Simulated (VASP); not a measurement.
# MgO (relaxed from the CsCl type structure, space group Pm-3m): computed properties

All values below come from PBEsol GGA, VASP's PBE PAW potentials (set 64) (plane waves; VASP 6.6.1).

```
Quantity                                                                         Value
---------------------------------------------  ---------------------------------------
space group                                                                Pm-3m (221)
cell                                           a = b = c = 2.630 Å, α = β = γ = 90.00°
volume per atom                                                           9.10 Å³/atom
band gap (over mesh and band path)                                             2.50 eV
smallest direct gap (over mesh and band path)                                  3.52 eV
band-edge character                                                   indirect, M to Γ
density                                                                     3.68 g/cm³
```

```
MgO
1.0
    2.62998     0.00000     0.00000
    0.00000     2.62998     0.00000
    0.00000     0.00000     2.62998
Mg O
1 1
Direct
  0.00000   0.00000   0.00000
  0.50000   0.50000   0.50000
```

The structure was generated: MgO was put into the CsCl type type (Pm-3m), which need not be its known phase. It was relaxed first, which changed the volume by -7 %. Symmetry was kept, so distortions that lower it aren't found.
